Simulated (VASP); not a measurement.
Input for VASP

INCAR:
```
ENCUT  =  520   ! plane-wave cut-off (eV)
LMAXMIX  =  4
EDIFF  =  1E-7   ! SCF stop (eV)
LORBIT  =  11
PREC  =  Accurate
LASPH  =  .True.   ! aspherical one-centre terms
ISMEAR  =  -5   ! tetrahedra, Bloechl
SYSTEM  =  MgSe
LCHARG  =  .True.
ISIF  =  2   ! forces and stress, cell fixed
NELM  =  100   ! most electronic steps
LREAL  =  .False.
LWAVE  =  .False.
GGA  =  PE   ! PBE
ALGO  =  Normal   ! blocked Davidson
NEDOS  =  601   ! DOS grid
IVDW  =  13   ! D4
```

File KPOINTS:
```
Automatic mesh
0
Gamma
9 9 9
0 0 0
```

### POSCAR
```
MgSe
1.0
  0.0000000000   2.7194384146   2.7194384146
  2.7194384146   0.0000000000   2.7194384146
  2.7194384146   2.7194384146   0.0000000000
Mg Se
1 1
Cart
  0.0000000000   0.0000000000   0.0000000000
  2.7194384146   2.7194384146   2.7194384146
```

POTCAR, in this order: Mg Se (PBE.64 set). Program: vasp_std.

Question: Write an equivalent input for Ansatz.

Answer: One equivalent input (not run):
Ansatz 0.2 input:
```yaml
crystal:
  lattice:
    - [0.0000000, 2.7194384, 2.7194384]
    - [2.7194384, 0.0000000, 2.7194384]
    - [2.7194384, 2.7194384, 0.0000000]
  atoms:
    - { symbol: Mg, position: [0.0000000, 0.0000000, 0.0000000] }
    - { symbol: Se, position: [0.5000000, 0.5000000, 0.5000000] }
kpoints:
  mp_grid: { grid: [9, 9, 9] }
hamiltonian:
  xc: pbe
  dispersion: d4
  pseudopotentials: { kind: paw }
scf:
  occupations: { method: tetrahedron }
  max_iter: 100
output: { forces: true, stress: true, eigenvalues: true }
```
The two are equivalent in intent, not identical: each code has its own PAW files, so the cut-off isn't converted (ENCUT is set for VASP's; basis.ecutwfc is left out, and Ansatz then takes the one that its files recommend); Ansatz stops its SCF on the density residual and VASP on the energy change (EDIFF).

The compound is MgSe in the rock salt structure. It was relaxed first.
